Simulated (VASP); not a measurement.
Computed with AM05 GGA, VASP's PBE PAW potentials (set 64) (plane waves; VASP).

VASP ran on this input.

### INCAR
```
! general
SYSTEM =GaP
PREC   =Accurate
ENCUT  =520   ! plane-wave cut-off (eV)
LREAL  =F
LASPH  =T

! electronic loop
EDIFF  =1E-7   ! SCF stop (eV)
NELM   =100
ALGO   =Normal
LMAXMIX=4

! smearing
ISMEAR =0   ! Gaussian
SIGMA  =0.05   ! width (eV)

! functional
GGA    =AM   ! AM05

! ions
ISIF   =2

! output
LWAVE  =F
LCHARG =F
```

KPOINTS:
```
Regular mesh
0
G
  8 8 8
0 0 0
```

POSCAR:
```
GaP
1
    0.0000000000     2.7480360292     2.7480360292
    2.7480360292     0.0000000000     2.7480360292
    2.7480360292     2.7480360292     0.0000000000
Ga P
1 1
Direct
  0.0000000000   0.0000000000   0.0000000000
  0.2500000000   0.2500000000   0.2500000000
```

POTCAR, in this order: Ga_d P (PBE.64 set). Program: vasp_std.

What will the output report for the number of irreducible k-points (NKPTS), largest plane-wave count, number of space-group operations, FFT grid (NGX, NGY, NGZ)?

| Property | Value |
|---|---|
| number of irreducible k-points (NKPTS) | 29 |
| largest plane-wave count | 1139 |
| number of space-group operations | 24 |
| FFT grid (NGX, NGY, NGZ) | 30 × 30 × 30 |

The compound is GaP in the zinc blende structure. This cell is one point of a volume scan, at 1.03 of the reference volume.
